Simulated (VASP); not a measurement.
ZnO, 4 atoms in the cell. The structure is hexagonal, space group P6_3mc (No. 186). The conventional cell has a = 3.287 Å, b = 3.287 Å, c = 5.305 Å, α = 90.00°, β = 90.00°, γ = 120.00°. Zn (site symmetry 3m) has 4 O at 2.00 to 2.01 Å as nearest neighbours. O (site symmetry 3m) has 4 Zn at 2.00 to 2.01 Å as nearest neighbours. 

| Item | Value |
| --- | --- |
| Program | VASP 6.6.1 |
| Task | band structure |
| Functional | PBE0 |
| Potentials or basis | VASP PAW PBE potentials, release 64 (Zn, O) |
| Cutoff | 520 eV |
| k mesh | 6 × 6 × 4 |
| Occupations | gaussian, width 0.02 eV |
| Spin | no spin polarisation |
| Grid for exact exchange (PRECFOCK) | Fast |
| Exchange at q = 0 | truncated |
| Further INCAR settings | ALGO = Normal; EDIFF = 1e-07; NBANDS = 26 |

Potentials or basis: VASP PAW PBE potentials, release 64 (Zn, O).

Launch:

```sh
$ cat potpaw_PBE.64/Zn/POTCAR potpaw_PBE.64/O/POTCAR > POTCAR
$ cp INCAR.step1 INCAR
$ mpirun -np 4 vasp_std > vasp.out
$ cp INCAR.step2 INCAR
$ mpirun -np 4 vasp_std > vasp.out
```

Hardware: 4 MPI ranks on Intel(R) Xeon(R) 6975P-C (Granite Rapids), on a shared host.

Question: How long does it take, and how much memory?

Answer: Wall time 35 min on 4 MPI ranks on Intel(R) Xeon(R) 6975P-C (Granite Rapids), with other jobs on the host, peak memory 0.26 GiB a rank. Counts: scf iterations 58, k points 21.
